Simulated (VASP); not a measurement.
VASP input:

File KPOINTS:
```
Automatic mesh
0
Gamma
10 10 4
0 0 0
```

### POSCAR
```
Sb2Se3
1
    4.0026473349    -0.0000000672    -0.0000000000
   -2.0013232848     3.4663939367     0.0000000000
   -0.0000000000    -0.0000000000     9.8229324650
Sb Se
2 3
Direct
  0.3333330000   0.6666670000   0.1892105261
  0.6666670000   0.3333330000   0.8107894739
  0.0000000000   0.0000000000   1.0000000000
  0.3333330000   0.6666670000   0.6520157941
  0.6666670000   0.3333330000   0.3479842059
```

INCAR:
```
SYSTEM=Sb2Se3
PREC=Accurate; ENCUT=400; LREAL=.FALSE.
LASPH=.TRUE.
EDIFF=1E-7; NELM=100; ALGO=Normal
LMAXMIX=4
ISMEAR=-5
GGA=PS
ISIF=2
LWAVE=.FALSE.; LCHARG=.TRUE.; LORBIT=11
NEDOS=601
LEFG=.TRUE.
```

POTCAR, in this order: Sb Se (PBE.64 set). Program: vasp_std.

Q: Translate this PBEsol calculation to Ansatz.

A: One equivalent input (not run):
Ansatz 0.2 input:
```yaml
crystal:
  lattice:
    - [4.0026473, -0.0000001, 0.0000000]
    - [-2.0013233, 3.4663939, 0.0000000]
    - [0.0000000, 0.0000000, 9.8229325]
  atoms:
    - { symbol: Sb, position: [0.3333330, 0.6666670, 0.1892105] }
    - { symbol: Sb, position: [0.6666670, 0.3333330, 0.8107895] }
    - { symbol: Se, position: [0.0000000, 0.0000000, 1.0000000] }
    - { symbol: Se, position: [0.3333330, 0.6666670, 0.6520158] }
    - { symbol: Se, position: [0.6666670, 0.3333330, 0.3479842] }
kpoints:
  mp_grid: { grid: [10, 10, 4] }
hamiltonian:
  xc: pbesol
  pseudopotentials: { kind: paw }
scf:
  occupations: { method: tetrahedron }
  max_iter: 100
output: { forces: true, stress: true, eigenvalues: true }
```
The two are equivalent in intent, not identical: each code has its own PAW files, so the cut-off isn't converted (ENCUT is set for VASP's; basis.ecutwfc is left out, and Ansatz then takes the one that its files recommend); Ansatz stops its SCF on the density residual and VASP on the energy change (EDIFF); the field gradients of LEFG aren't asked of the other code.

The structure was generated: Sb2Se3 was put into the A-La2O3 type (P-3m1), which need not be its known phase. It was relaxed first, which changed the volume by +8 %.
